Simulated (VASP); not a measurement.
VASP runs on InSe (space group R3m) share one base input (LDA (Ceperley-Alder, Perdew-Zunger), plane waves, VASP's LDA PAW potentials (set 64)) and change the settings named in each case.

**POSCAR**
```
InSe
8.7502530
  0.2285648198   0.1319620130   0.9645435395
 -0.2285648198   0.1319620130   0.9645435395
  0.0000000000  -0.2639239117   0.9645435395
Se In
2 2
Cartesian
  0.0000000000   0.0000000705   1.7839232763
  0.0000000000   0.0000000946   2.3962155151
  0.0000000000   0.0000000000   0.0000000000
  0.0000000000   0.0000000127   0.3223504509
```

### INCAR
```
! general
SYSTEM =InSe
PREC   =Accurate
ENCUT  =300
LREAL  =F
LASPH  =T

! electronic loop
EDIFF  =1E-6
NELM   =100
ALGO   =Normal
LMAXMIX=4

! smearing
ISMEAR =-1
SIGMA  =0.05

! ions
ISIF   =2

! output
LWAVE  =F
LCHARG =F
```

**KPOINTS**
```
Automatic mesh
0
Gamma
6 6 6
0 0 0
```

POTCAR, in this order: Se In_d (LDA.64 set). Program: vasp_std.

```tsv
change	E(σ→0) (eV/atom)	pressure (GPa)	largest force (eV/Å)	gap on the mesh (eV)	−TS (eV)
base run	-4.1587	-1.56	0.252	0.23	-0.0003
GGA = PS, POTCAR Se In_d (PBE.64 set)	-3.8953	0.02	0.319	0.33	-0.0002
GGA_COMPAT = .FALSE., LNONCOLLINEAR = .TRUE., LSORBIT = .TRUE., MAGMOM = 0.0 0.0 0.0 0.0 0.0 0.0 0.0 0.0 0.0 0.0 0.0 0.0, program vasp_ncl	-4.1879	-1.57	0.254	0.20	-0.0004
KPOINTS 4×4×4 Γ-centred mesh	-4.1399	-1.34	0.236	0.22	-0.0010
```
 Energies of different potentials or functionals have different zeros.  Unless said otherwise, spin-orbit coupling is left out, though it shifts the bands of the heavy elements here. At 300 eV the pressure can carry a Pulay error.

Left out are runs that ran out of time, are held back, or changed the cell or the kind of run, fixed moments of cells without a moment, rows past the twelfth, gaps on odd meshes, pressures of charged cells and columns that move by less than the noise.

The structure comes from a measured InSe entry of the Crystallography Open Database, whose conditions weren't checked. The cell was not relaxed at this level, forces remain on its atoms.
